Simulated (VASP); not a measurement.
SrZr2O3, 6 atoms in the cell. It takes space group P-6m2 (No. 187, hexagonal). The conventional cell has a = 3.186 Å, b = 3.186 Å, c = 9.165 Å, α = 90.00°, β = 90.00°, γ = 120.00°. Around Sr (site symmetry -6m2) lie 6 O at 2.49 Å. Zr (site symmetry 3m) is surrounded by 6 O at 2.30 to 2.39 Å. Around O (site symmetry -6m2) lie 6 Zr at 2.39 Å. O (site symmetry 3m) has 3 Zr at 2.30 Å and 3 Sr at 2.49 Å as nearest neighbours. The cell was built by a generator and needn't be a form met in nature.

| Item | Value |
| --- | --- |
| Program | VASP 6.6.1 |
| Task | relaxation of cell and atoms |
| Functional | PBE |
| Potentials or basis | VASP PAW PBE potentials, release 64 (Sr_sv, Zr_sv, O) |
| Cutoff | 520 eV |
| k mesh | 10 × 10 × 4 |
| Occupations | gaussian, width 0.1 eV |
| Spin | no spin polarisation |
| Further INCAR settings | ALGO = Normal; EDIFF = 1e-07; IBRION = 2; POTIM = 0.3; EDIFFG = -0.005; NSW = 60; ISIF = 3 |

Potentials or basis: VASP PAW PBE potentials, release 64 (Sr_sv, Zr_sv, O).

The run is started by

```console
$ cat potpaw_PBE.64/Sr_sv/POTCAR potpaw_PBE.64/Zr_sv/POTCAR potpaw_PBE.64/O/POTCAR > POTCAR
$ mpirun -np 4 vasp_std > vasp.out
```

Hardware: 4 MPI ranks on Intel(R) Xeon(R) Platinum 8259CL CPU @ 2.50GHz (Skylake/Cascade Lake) (shared host).

Question: How long does it take, and how much memory?

Answer: Wall time 100 s on 4 MPI ranks on Intel(R) Xeon(R) Platinum 8259CL CPU @ 2.50GHz (Skylake/Cascade Lake), with other jobs on the host, peak memory 0.26 GiB a rank. Counts: scf iterations 46, k points 42, ion steps 5.
